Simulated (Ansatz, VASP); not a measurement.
# Ge (Germanium): VASP beside Ansatz, part 2 of 3

Aim: how closely do two programs agree when they are given the same cell, functional and k mesh? The cell is taken from a series of runs on this material, whose earlier steps may have relaxed, scaled, displaced or heated it; both programs get it as it stands.

VASP 6.6.1 and Ansatz 0.2.0.

So far: Set-up; Ansatz: zone-centre phonons, PBEsol.

## 3. VASP: zone-centre phonons, PBEsol

Level of this step: PBEsol; plane waves and PAW (Ge_d) (VASP).

The same cell, functional, mesh and smearing now go to VASP, with its own data sets.

Lines of VASP's logs that name or quote its potential files are left out, and so is its time.

File INCAR:

```
SYSTEM = Ge
PREC = Accurate
ENCUT = 500
EDIFF = 1E-08
NELM = 120
ISMEAR = 0
SIGMA = 0.015
LREAL = .FALSE.
ALGO = Normal
GGA = PS
NBANDS = 20
LORBIT = 11
LWAVE = .FALSE.
LCHARG = .FALSE.
ISIF = 2
ISYM = 2
IBRION = 8
LASPH = .TRUE.
GGA_COMPAT = .FALSE.
EFERMI = MIDGAP
KPAR = 2
```

File POSCAR:

```
Ge
1.0
    0.0257895057      2.8351840198      2.8351840198
    2.8351840198      0.0257895057      2.8351840198
    2.8351840198      2.8351840198      0.0257895057
Ge
2
Direct
    0.5005796096      0.5005796096      0.5005796096
    0.7494203904      0.7494203904      0.7494203904
```

File KPOINTS:

```
Points of the shifted mesh
1728
Reciprocal
 0.0416666667  0.0416666667  0.0416666667 1
 0.0416666667  0.0416666667  0.1250000000 1
 0.0416666667  0.0416666667  0.2083333333 1
 0.0416666667  0.0416666667  0.2916666667 1
 0.0416666667  0.0416666667  0.3750000000 1
 0.0416666667  0.0416666667  0.4583333333 1
 0.0416666667  0.0416666667  0.5416666667 1
 0.0416666667  0.0416666667  0.6250000000 1
 0.0416666667  0.0416666667  0.7083333333 1
 0.0416666667  0.0416666667  0.7916666667 1
 0.0416666667  0.0416666667  0.8750000000 1
 0.0416666667  0.0416666667  0.9583333333 1
 0.0416666667  0.1250000000  0.0416666667 1
 0.0416666667  0.1250000000  0.1250000000 1
 0.0416666667  0.1250000000  0.2083333333 1
 0.0416666667  0.1250000000  0.2916666667 1
 0.0416666667  0.1250000000  0.3750000000 1
 0.0416666667  0.1250000000  0.4583333333 1
 0.0416666667  0.1250000000  0.5416666667 1
 0.0416666667  0.1250000000  0.6250000000 1
 0.0416666667  0.1250000000  0.7083333333 1
 0.0416666667  0.1250000000  0.7916666667 1
 0.0416666667  0.1250000000  0.8750000000 1
 0.0416666667  0.1250000000  0.9583333333 1
 0.0416666667  0.2083333333  0.0416666667 1
 0.0416666667  0.2083333333  0.1250000000 1
 0.0416666667  0.2083333333  0.2083333333 1
 0.0416666667  0.2083333333  0.2916666667 1
 0.0416666667  0.2083333333  0.3750000000 1
 0.0416666667  0.2083333333  0.4583333333 1
 0.0416666667  0.2083333333  0.5416666667 1
 0.0416666667  0.2083333333  0.6250000000 1
 0.0416666667  0.2083333333  0.7083333333 1
 0.0416666667  0.2083333333  0.7916666667 1
 0.0416666667  0.2083333333  0.8750000000 1
 0.0416666667  0.2083333333  0.9583333333 1
 0.0416666667  0.2916666667  0.0416666667 1
 0.0416666667  0.2916666667  0.1250000000 1
 0.0416666667  0.2916666667  0.2083333333 1
 0.0416666667  0.2916666667  0.2916666667 1
 0.0416666667  0.2916666667  0.3750000000 1
 0.0416666667  0.2916666667  0.4583333333 1
 0.0416666667  0.2916666667  0.5416666667 1
 0.0416666667  0.2916666667  0.6250000000 1
 0.0416666667  0.2916666667  0.7083333333 1
 0.0416666667  0.2916666667  0.7916666667 1
 0.0416666667  0.2916666667  0.8750000000 1
 0.0416666667  0.2916666667  0.9583333333 1
 0.0416666667  0.3750000000  0.0416666667 1
 0.0416666667  0.3750000000  0.1250000000 1
 0.0416666667  0.3750000000  0.2083333333 1
 0.0416666667  0.3750000000  0.2916666667 1
 0.0416666667  0.3750000000  0.3750000000 1
 0.0416666667  0.3750000000  0.4583333333 1
 0.0416666667  0.3750000000  0.5416666667 1
 0.0416666667  0.3750000000  0.6250000000 1
 0.0416666667  0.3750000000  0.7083333333 1
 0.0416666667  0.3750000000  0.7916666667 1
 0.0416666667  0.3750000000  0.8750000000 1
 0.0416666667  0.3750000000  0.9583333333 1
 0.0416666667  0.4583333333  0.0416666667 1
 0.0416666667  0.4583333333  0.1250000000 1
 0.0416666667  0.4583333333  0.2083333333 1
 0.0416666667  0.4583333333  0.2916666667 1
 0.0416666667  0.4583333333  0.3750000000 1
 0.0416666667  0.4583333333  0.4583333333 1
 0.0416666667  0.4583333333  0.5416666667 1
 0.0416666667  0.4583333333  0.6250000000 1
 0.0416666667  0.4583333333  0.7083333333 1
 0.0416666667  0.4583333333  0.7916666667 1
 0.0416666667  0.4583333333  0.8750000000 1
 0.0416666667  0.4583333333  0.9583333333 1
 0.0416666667  0.5416666667  0.0416666667 1
 0.0416666667  0.5416666667  0.1250000000 1
 0.0416666667  0.5416666667  0.2083333333 1
 0.0416666667  0.5416666667  0.2916666667 1
 0.0416666667  0.5416666667  0.3750000000 1
 0.0416666667  0.5416666667  0.4583333333 1
 0.0416666667  0.5416666667  0.5416666667 1
 0.0416666667  0.5416666667  0.6250000000 1
 0.0416666667  0.5416666667  0.7083333333 1
 0.0416666667  0.5416666667  0.7916666667 1
 0.0416666667  0.5416666667  0.8750000000 1
 0.0416666667  0.5416666667  0.9583333333 1
 0.0416666667  0.6250000000  0.0416666667 1
 0.0416666667  0.6250000000  0.1250000000 1
 0.0416666667  0.6250000000  0.2083333333 1
 0.0416666667  0.6250000000  0.2916666667 1
 0.0416666667  0.6250000000  0.3750000000 1
 0.0416666667  0.6250000000  0.4583333333 1
 0.0416666667  0.6250000000  0.5416666667 1
 0.0416666667  0.6250000000  0.6250000000 1
 0.0416666667  0.6250000000  0.7083333333 1
 0.0416666667  0.6250000000  0.7916666667 1
 0.0416666667  0.6250000000  0.8750000000 1
 0.0416666667  0.6250000000  0.9583333333 1
 0.0416666667  0.7083333333  0.0416666667 1
 0.0416666667  0.7083333333  0.1250000000 1
 0.0416666667  0.7083333333  0.2083333333 1
 0.0416666667  0.7083333333  0.2916666667 1
 0.0416666667  0.7083333333  0.3750000000 1
 0.0416666667  0.7083333333  0.4583333333 1
 0.0416666667  0.7083333333  0.5416666667 1
 0.0416666667  0.7083333333  0.6250000000 1
 0.0416666667  0.7083333333  0.7083333333 1
 0.0416666667  0.7083333333  0.7916666667 1
 0.0416666667  0.7083333333  0.8750000000 1
 0.0416666667  0.7083333333  0.9583333333 1
 0.0416666667  0.7916666667  0.0416666667 1
 0.0416666667  0.7916666667  0.1250000000 1
 0.0416666667  0.7916666667  0.2083333333 1
 0.0416666667  0.7916666667  0.2916666667 1
[... 1390 lines left out ...]
 0.8750000000  0.4583333333  0.1250000000 1
 0.8750000000  0.4583333333  0.2083333333 1
 0.8750000000  0.4583333333  0.2916666667 1
 0.8750000000  0.4583333333  0.3750000000 1
 0.8750000000  0.4583333333  0.4583333333 1
 0.8750000000  0.4583333333  0.5416666667 1
 0.8750000000  0.4583333333  0.6250000000 1
 0.8750000000  0.4583333333  0.7083333333 1
 0.8750000000  0.4583333333  0.7916666667 1
 0.8750000000  0.4583333333  0.8750000000 1
 0.8750000000  0.4583333333  0.9583333333 1
 0.8750000000  0.5416666667  0.0416666667 1
 0.8750000000  0.5416666667  0.1250000000 1
 0.8750000000  0.5416666667  0.2083333333 1
 0.8750000000  0.5416666667  0.2916666667 1
 0.8750000000  0.5416666667  0.3750000000 1
 0.8750000000  0.5416666667  0.4583333333 1
 0.8750000000  0.5416666667  0.5416666667 1
 0.8750000000  0.5416666667  0.6250000000 1
 0.8750000000  0.5416666667  0.7083333333 1
 0.8750000000  0.5416666667  0.7916666667 1
 0.8750000000  0.5416666667  0.8750000000 1
 0.8750000000  0.5416666667  0.9583333333 1
 0.8750000000  0.6250000000  0.0416666667 1
 0.8750000000  0.6250000000  0.1250000000 1
 0.8750000000  0.6250000000  0.2083333333 1
 0.8750000000  0.6250000000  0.2916666667 1
 0.8750000000  0.6250000000  0.3750000000 1
 0.8750000000  0.6250000000  0.4583333333 1
 0.8750000000  0.6250000000  0.5416666667 1
 0.8750000000  0.6250000000  0.6250000000 1
 0.8750000000  0.6250000000  0.7083333333 1
 0.8750000000  0.6250000000  0.7916666667 1
 0.8750000000  0.6250000000  0.8750000000 1
 0.8750000000  0.6250000000  0.9583333333 1
 0.8750000000  0.7083333333  0.0416666667 1
 0.8750000000  0.7083333333  0.1250000000 1
 0.8750000000  0.7083333333  0.2083333333 1
 0.8750000000  0.7083333333  0.2916666667 1
 0.8750000000  0.7083333333  0.3750000000 1
 0.8750000000  0.7083333333  0.4583333333 1
 0.8750000000  0.7083333333  0.5416666667 1
 0.8750000000  0.7083333333  0.6250000000 1
 0.8750000000  0.7083333333  0.7083333333 1
 0.8750000000  0.7083333333  0.7916666667 1
 0.8750000000  0.7083333333  0.8750000000 1
 0.8750000000  0.7083333333  0.9583333333 1
 0.8750000000  0.7916666667  0.0416666667 1
 0.8750000000  0.7916666667  0.1250000000 1
 0.8750000000  0.7916666667  0.2083333333 1
 0.8750000000  0.7916666667  0.2916666667 1
 0.8750000000  0.7916666667  0.3750000000 1
 0.8750000000  0.7916666667  0.4583333333 1
 0.8750000000  0.7916666667  0.5416666667 1
 0.8750000000  0.7916666667  0.6250000000 1
 0.8750000000  0.7916666667  0.7083333333 1
 0.8750000000  0.7916666667  0.7916666667 1
 0.8750000000  0.7916666667  0.8750000000 1
 0.8750000000  0.7916666667  0.9583333333 1
 0.8750000000  0.8750000000  0.0416666667 1
 0.8750000000  0.8750000000  0.1250000000 1
 0.8750000000  0.8750000000  0.2083333333 1
 0.8750000000  0.8750000000  0.2916666667 1
 0.8750000000  0.8750000000  0.3750000000 1
 0.8750000000  0.8750000000  0.4583333333 1
 0.8750000000  0.8750000000  0.5416666667 1
 0.8750000000  0.8750000000  0.6250000000 1
 0.8750000000  0.8750000000  0.7083333333 1
 0.8750000000  0.8750000000  0.7916666667 1
 0.8750000000  0.8750000000  0.8750000000 1
 0.8750000000  0.8750000000  0.9583333333 1
 0.8750000000  0.9583333333  0.0416666667 1
 0.8750000000  0.9583333333  0.1250000000 1
 0.8750000000  0.9583333333  0.2083333333 1
 0.8750000000  0.9583333333  0.2916666667 1
 0.8750000000  0.9583333333  0.3750000000 1
 0.8750000000  0.9583333333  0.4583333333 1
 0.8750000000  0.9583333333  0.5416666667 1
 0.8750000000  0.9583333333  0.6250000000 1
 0.8750000000  0.9583333333  0.7083333333 1
 0.8750000000  0.9583333333  0.7916666667 1
 0.8750000000  0.9583333333  0.8750000000 1
 0.8750000000  0.9583333333  0.9583333333 1
 0.9583333333  0.0416666667  0.0416666667 1
 0.9583333333  0.0416666667  0.1250000000 1
 0.9583333333  0.0416666667  0.2083333333 1
 0.9583333333  0.0416666667  0.2916666667 1
 0.9583333333  0.0416666667  0.3750000000 1
 0.9583333333  0.0416666667  0.4583333333 1
 0.9583333333  0.0416666667  0.5416666667 1
 0.9583333333  0.0416666667  0.6250000000 1
 0.9583333333  0.0416666667  0.7083333333 1
 0.9583333333  0.0416666667  0.7916666667 1
 0.9583333333  0.0416666667  0.8750000000 1
 0.9583333333  0.0416666667  0.9583333333 1
 0.9583333333  0.1250000000  0.0416666667 1
 0.9583333333  0.1250000000  0.1250000000 1
 0.9583333333  0.1250000000  0.2083333333 1
 0.9583333333  0.1250000000  0.2916666667 1
 0.9583333333  0.1250000000  0.3750000000 1
 0.9583333333  0.1250000000  0.4583333333 1
 0.9583333333  0.1250000000  0.5416666667 1
 0.9583333333  0.1250000000  0.6250000000 1
 0.9583333333  0.1250000000  0.7083333333 1
 0.9583333333  0.1250000000  0.7916666667 1
 0.9583333333  0.1250000000  0.8750000000 1
 0.9583333333  0.1250000000  0.9583333333 1
 0.9583333333  0.2083333333  0.0416666667 1
 0.9583333333  0.2083333333  0.1250000000 1
 0.9583333333  0.2083333333  0.2083333333 1
 0.9583333333  0.2083333333  0.2916666667 1
 0.9583333333  0.2083333333  0.3750000000 1
 0.9583333333  0.2083333333  0.4583333333 1
 0.9583333333  0.2083333333  0.5416666667 1
 0.9583333333  0.2083333333  0.6250000000 1
 0.9583333333  0.2083333333  0.7083333333 1
 0.9583333333  0.2083333333  0.7916666667 1
 0.9583333333  0.2083333333  0.8750000000 1
 0.9583333333  0.2083333333  0.9583333333 1
 0.9583333333  0.2916666667  0.0416666667 1
 0.9583333333  0.2916666667  0.1250000000 1
 0.9583333333  0.2916666667  0.2083333333 1
 0.9583333333  0.2916666667  0.2916666667 1
 0.9583333333  0.2916666667  0.3750000000 1
 0.9583333333  0.2916666667  0.4583333333 1
 0.9583333333  0.2916666667  0.5416666667 1
 0.9583333333  0.2916666667  0.6250000000 1
 0.9583333333  0.2916666667  0.7083333333 1
 0.9583333333  0.2916666667  0.7916666667 1
 0.9583333333  0.2916666667  0.8750000000 1
 0.9583333333  0.2916666667  0.9583333333 1
 0.9583333333  0.3750000000  0.0416666667 1
 0.9583333333  0.3750000000  0.1250000000 1
 0.9583333333  0.3750000000  0.2083333333 1
 0.9583333333  0.3750000000  0.2916666667 1
 0.9583333333  0.3750000000  0.3750000000 1
 0.9583333333  0.3750000000  0.4583333333 1
 0.9583333333  0.3750000000  0.5416666667 1
 0.9583333333  0.3750000000  0.6250000000 1
 0.9583333333  0.3750000000  0.7083333333 1
 0.9583333333  0.3750000000  0.7916666667 1
 0.9583333333  0.3750000000  0.8750000000 1
 0.9583333333  0.3750000000  0.9583333333 1
 0.9583333333  0.4583333333  0.0416666667 1
 0.9583333333  0.4583333333  0.1250000000 1
 0.9583333333  0.4583333333  0.2083333333 1
 0.9583333333  0.4583333333  0.2916666667 1
 0.9583333333  0.4583333333  0.3750000000 1
 0.9583333333  0.4583333333  0.4583333333 1
 0.9583333333  0.4583333333  0.5416666667 1
 0.9583333333  0.4583333333  0.6250000000 1
 0.9583333333  0.4583333333  0.7083333333 1
 0.9583333333  0.4583333333  0.7916666667 1
 0.9583333333  0.4583333333  0.8750000000 1
 0.9583333333  0.4583333333  0.9583333333 1
 0.9583333333  0.5416666667  0.0416666667 1
 0.9583333333  0.5416666667  0.1250000000 1
 0.9583333333  0.5416666667  0.2083333333 1
 0.9583333333  0.5416666667  0.2916666667 1
 0.9583333333  0.5416666667  0.3750000000 1
 0.9583333333  0.5416666667  0.4583333333 1
 0.9583333333  0.5416666667  0.5416666667 1
 0.9583333333  0.5416666667  0.6250000000 1
 0.9583333333  0.5416666667  0.7083333333 1
 0.9583333333  0.5416666667  0.7916666667 1
 0.9583333333  0.5416666667  0.8750000000 1
 0.9583333333  0.5416666667  0.9583333333 1
 0.9583333333  0.6250000000  0.0416666667 1
 0.9583333333  0.6250000000  0.1250000000 1
 0.9583333333  0.6250000000  0.2083333333 1
 0.9583333333  0.6250000000  0.2916666667 1
 0.9583333333  0.6250000000  0.3750000000 1
 0.9583333333  0.6250000000  0.4583333333 1
 0.9583333333  0.6250000000  0.5416666667 1
 0.9583333333  0.6250000000  0.6250000000 1
 0.9583333333  0.6250000000  0.7083333333 1
 0.9583333333  0.6250000000  0.7916666667 1
 0.9583333333  0.6250000000  0.8750000000 1
 0.9583333333  0.6250000000  0.9583333333 1
 0.9583333333  0.7083333333  0.0416666667 1
 0.9583333333  0.7083333333  0.1250000000 1
 0.9583333333  0.7083333333  0.2083333333 1
 0.9583333333  0.7083333333  0.2916666667 1
 0.9583333333  0.7083333333  0.3750000000 1
 0.9583333333  0.7083333333  0.4583333333 1
 0.9583333333  0.7083333333  0.5416666667 1
 0.9583333333  0.7083333333  0.6250000000 1
 0.9583333333  0.7083333333  0.7083333333 1
 0.9583333333  0.7083333333  0.7916666667 1
 0.9583333333  0.7083333333  0.8750000000 1
 0.9583333333  0.7083333333  0.9583333333 1
 0.9583333333  0.7916666667  0.0416666667 1
 0.9583333333  0.7916666667  0.1250000000 1
 0.9583333333  0.7916666667  0.2083333333 1
 0.9583333333  0.7916666667  0.2916666667 1
 0.9583333333  0.7916666667  0.3750000000 1
 0.9583333333  0.7916666667  0.4583333333 1
 0.9583333333  0.7916666667  0.5416666667 1
 0.9583333333  0.7916666667  0.6250000000 1
 0.9583333333  0.7916666667  0.7083333333 1
 0.9583333333  0.7916666667  0.7916666667 1
 0.9583333333  0.7916666667  0.8750000000 1
 0.9583333333  0.7916666667  0.9583333333 1
 0.9583333333  0.8750000000  0.0416666667 1
 0.9583333333  0.8750000000  0.1250000000 1
 0.9583333333  0.8750000000  0.2083333333 1
 0.9583333333  0.8750000000  0.2916666667 1
 0.9583333333  0.8750000000  0.3750000000 1
 0.9583333333  0.8750000000  0.4583333333 1
 0.9583333333  0.8750000000  0.5416666667 1
 0.9583333333  0.8750000000  0.6250000000 1
 0.9583333333  0.8750000000  0.7083333333 1
 0.9583333333  0.8750000000  0.7916666667 1
 0.9583333333  0.8750000000  0.8750000000 1
 0.9583333333  0.8750000000  0.9583333333 1
 0.9583333333  0.9583333333  0.0416666667 1
 0.9583333333  0.9583333333  0.1250000000 1
 0.9583333333  0.9583333333  0.2083333333 1
 0.9583333333  0.9583333333  0.2916666667 1
 0.9583333333  0.9583333333  0.3750000000 1
 0.9583333333  0.9583333333  0.4583333333 1
 0.9583333333  0.9583333333  0.5416666667 1
 0.9583333333  0.9583333333  0.6250000000 1
 0.9583333333  0.9583333333  0.7083333333 1
 0.9583333333  0.9583333333  0.7916666667 1
 0.9583333333  0.9583333333  0.8750000000 1
 0.9583333333  0.9583333333  0.9583333333 1
```

Potentials, in the order of the species: Ge_d (PBE family, release 64).

Command:

```sh
> mpirun -np 2 vasp_std
```

What it wrote:

```text
[banner, memory and clock lines left out]
running    2 mpi-ranks, on    1 nodes
 distrk:  each k-point on    1 cores,    2 groups
 distr:  one band on    1 cores,    1 groups

 POSCAR found type information on POSCAR Ge
 POSCAR found :  1 types and       2 ions
|                                                                             |
|               ----> ADVICE to this user running VASP <----                  |
|                                                                             |
|     You enforced a specific xc type in the INCAR file but a different       |
|     [... a line on the potential file left out ...]
|     I HOPE YOU KNOW WHAT YOU ARE DOING!                                     |
|                                                                             |

 LDA part: xc-table for (Slater+PW92), standard interpolation
 POSCAR, INCAR and KPOINTS ok, starting setup
 FFT: planning ... GRIDC
 FFT: planning ... GRID_SOFT
 FFT: planning ... GRID
 WAVECAR not read
 entering main loop
       N       E                     dE             d eps       ncg     rms          rms(c)
DAV:   1     0.181979195727E+03    0.18198E+03   -0.14625E+04 74388   0.375E+03
DAV:   2     0.154783367842E+02   -0.16650E+03   -0.16205E+03 69296   0.586E+02
DAV:   3    -0.922272690796E+01   -0.24701E+02   -0.24523E+02 77824   0.144E+02
DAV:   4    -0.100124970144E+02   -0.78977E+00   -0.78917E+00 78128   0.304E+01
DAV:   5    -0.100254579030E+02   -0.12961E-01   -0.12960E-01 77400   0.424E+00    0.329E+00
DAV:   6    -0.991942579836E+01    0.10603E+00   -0.37632E-02 90652   0.238E+00    0.187E+00
DAV:   7    -0.986894900946E+01    0.50477E-01   -0.63071E-02 72276   0.254E+00    0.157E-01
DAV:   8    -0.986997436159E+01   -0.10254E-02   -0.70323E-03 79000   0.120E+00    0.521E-02
DAV:   9    -0.987008027296E+01   -0.10591E-03   -0.23966E-04 77836   0.217E-01    0.104E-02
DAV:  10    -0.987009205620E+01   -0.11783E-04   -0.18821E-05 87312   0.384E-02    0.539E-03
DAV:  11    -0.987009309776E+01   -0.10416E-05   -0.39709E-06 92084   0.286E-02    0.126E-03
DAV:  12    -0.987009280325E+01    0.29451E-06   -0.67396E-07 92332   0.156E-02    0.456E-04
DAV:  13    -0.987009280670E+01   -0.34433E-08   -0.27836E-08 66584   0.212E-03
   1 F= -.98700928E+01 E0= -.98700928E+01  d E =-.467037E-49
 Linear response reoptimize wavefunctions to high precision
DAV:   1    -0.987009278865E+01    0.18043E-07   -0.86498E-09 75060   0.163E-03
DAV:   2    -0.987009278871E+01   -0.61846E-10   -0.63782E-10 43020   0.247E-04
 Linear response DOF=           1
 Linear response progress:
  Degree of freedom:   1/  1
       N       E                     dE             d eps       ncg     rms          rms(c)
RMM:   1    -0.186605761679E+00   -0.18661E+00    0.84289E+00 84066   0.450E+01
RMM:   2    -0.193807612385E+00   -0.72019E-02   -0.13340E-02111826   0.110E+00    0.746E-02
RMM:   3    -0.193830310638E+00   -0.22698E-04   -0.93592E-04118792   0.315E-01    0.431E-02
RMM:   4    -0.193731987969E+00    0.98323E-04   -0.62779E-05126788   0.806E-02    0.475E-03
RMM:   5    -0.193733889360E+00   -0.19014E-05   -0.36900E-06121719   0.176E-02    0.245E-03
RMM:   6    -0.193740797035E+00   -0.69077E-05   -0.18256E-07124007   0.496E-03    0.320E-04
RMM:   7    -0.193739811461E+00    0.98557E-06   -0.76555E-09127123   0.151E-03    0.193E-04
RMM:   8    -0.193738713200E+00    0.10983E-05    0.29137E-09128990   0.546E-04    0.415E-05
RMM:   9    -0.193738611802E+00    0.10140E-06   -0.11362E-08128372   0.231E-04    0.192E-05
RMM:  10    -0.193738745924E+00   -0.13412E-06   -0.39479E-09130315   0.106E-04    0.576E-06
RMM:  11    -0.193738769843E+00   -0.23919E-07   -0.13401E-08133907   0.605E-05    0.308E-06
RMM:  12    -0.193738798381E+00   -0.28538E-07   -0.11115E-08142685   0.416E-05    0.148E-06
RMM:  13    -0.193738807678E+00   -0.92965E-08   -0.17875E-09162401   0.335E-05    0.531E-07
 first order change of Fermi-energy   0.72908E+00
 force on displaced ion       1 direction 1 : -11.537   0.104   0.104
 Linear response finished
```

(Continued in part 3 of 3.)

[Lines on the potential files, build, host, timing and source positions are cut from VASP's logs without a mark.]

[Logs are printed without paths, hosts, clocks, repeated set-up lines and the standing remarks that a program may print on its own settings, such as how far it seeks lower states.]

[Hosts, paths, dates, database ids (printed as entryN), source tags and the programs' standing remarks are cut or masked in the printed files.]
